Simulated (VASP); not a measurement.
Input of a VASP 6.6.1 run:

The input INCAR:

```
  ALGO = Normal
  EDIFF = 1E-6
  ENCUT = 520
  ISIF = 2
  ISMEAR = 0
  KPAR = 4
  LASPH = True
  LCHARG = False
  LMIXTAU = True
  LREAL = False
  LWAVE = False
  METAGGA = R2SCAN
  NBANDS = 35
  NELM = 150
  PREC = Accurate
  SIGMA = 0.1
```

Contents of KPOINTS:

```
k-points
0
Gamma
  8 8 8
```

Contents of POSCAR:

```
Ga3BSb2
1.0
    2.2200210000      1.2817290000      7.5394700000
   -2.2200210000      1.2817290000      7.5394700000
    0.0000000000     -2.5634590000      7.5394700000
Ga B Sb
3 1 2
Direct
    0.6943520000      0.6943520000      0.6943520000
    0.3056480000      0.3056480000      0.3056480000
    0.5000000000      0.5000000000      0.5000000000
    0.0000000000      0.0000000000      0.0000000000
    0.8980150000      0.8980150000      0.8980150000
    0.1019850000      0.1019850000      0.1019850000
```

Potentials or basis: VASP PAW PBE potentials, release 64 (Ga_d, B, Sb).

Run with:

```console
$ cat potpaw_PBE.64/Ga_d/POTCAR potpaw_PBE.64/B/POTCAR potpaw_PBE.64/Sb/POTCAR > POTCAR
$ mpirun -np 4 vasp_std > vasp.out
```

What does it give for the band gap on the k mesh?

None (metal or under the smearing width).

Estimate the largest force.

0.094 eV/Å.

Estimate the pressure.

-1.8 GPa.

Forces on the atoms (eV/Å):
```
Ga   0.000  0.000  0.005
Ga   0.000  0.000 -0.005
Ga   0.000  0.000  0.000
B    0.000  0.000  0.000
Sb   0.000  0.000  0.094
Sb   0.000  0.000 -0.094
```

Caveat: the PAW data sets were made with another functional, which shifts forces and pressure a little. The run has no spin-orbit coupling, so splittings on Sb are missing.
